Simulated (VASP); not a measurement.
A VASP calculation is set up with these files.

### INCAR
```
! general
SYSTEM  = Zn
PREC    = Accurate
ENCUT   = 520   ! plane-wave cut-off (eV)
LREAL   = .FALSE.
LASPH   = .TRUE.   ! aspherical one-centre terms

! electronic loop
EDIFF   = 1E-6
NELM    = 100
ALGO    = Normal   ! blocked Davidson
LMAXMIX = 4   ! l cut-off of mixed one-centre charges

! smearing
ISMEAR  = 1   ! Methfessel-Paxton
SIGMA   = 0.1   ! width (eV)

! functional
GGA     = PE   ! PBE
IVDW    = 12   ! D3, Becke-Johnson

! ions
IBRION  = 2
NSW     = 60
ISIF    = 3
EDIFFG  = -0.01   ! ionic stop

! output
LWAVE   = .FALSE.
LCHARG  = .FALSE.
```

File KPOINTS:
```
Regular mesh
0
gamma
 14 14 7
```

**POSCAR**
```
Zn
1.0
  1.3254408395  -2.2957312972   0.0000000000
  1.3254408395   2.2957312972   0.0000000000
  0.0000000000   0.0000000000   4.6479035428
Zn
2
Cart
  1.3254408395   0.7652452962   1.1619758857
  1.3254408395  -0.7652452962   3.4859276571
```

POTCAR, in this order: Zn (PBE.64 set). Program: vasp_std.

Task: Translate this PBE-D3(BJ) calculation to Quantum ESPRESSO's pw.x.

Result: One equivalent input (not run):
```
&CONTROL
  calculation = 'vc-relax'
  pseudo_dir = './pseudo'
  outdir = './out'
  tprnfor = .true.
  tstress = .true.
  nstep = 60
  forc_conv_thr = 0.00039
/
&SYSTEM
  ibrav = 0
  nat = 2
  ntyp = 1
  ecutwfc = 84
  occupations = 'smearing'
  smearing = 'methfessel-paxton'
  degauss = 0.00735
  input_dft = 'pbe'
  vdw_corr = 'grimme-d3'
  dftd3_version = 4
  dftd3_threebody = .false.
/
&ELECTRONS
  conv_thr = 7.3e-08
  electron_maxstep = 100
/
&IONS
/
&CELL
/
ATOMIC_SPECIES
  Zn 65.380 Zn.upf
CELL_PARAMETERS angstrom
     1.3254408   -2.2957313    0.0000000
     1.3254408    2.2957313   -0.0000000
    -0.0000000   -0.0000000    4.6479035
ATOMIC_POSITIONS crystal
  Zn   0.3333330  0.6666670  0.2500000
  Zn   0.6666670  0.3333330  0.7500000
K_POINTS automatic
  14 14 7 0 0 0
```
The two are equivalent in intent, not identical: the potentials are each code's own (VASP's PAW set, PseudoDojo norm-conserving files in pw.x), so ENCUT and ecutwfc are chosen apart and not converted; conv_thr bounds pw.x's estimated SCF error, while EDIFF bounds the energy change between steps; forc_conv_thr acts on force components and is met together with etot_conv_thr.

The compound is Zn in the hcp structure. This run relaxes it. Symmetry was kept, so distortions that lower it aren't found. The start is the result of an earlier pass.
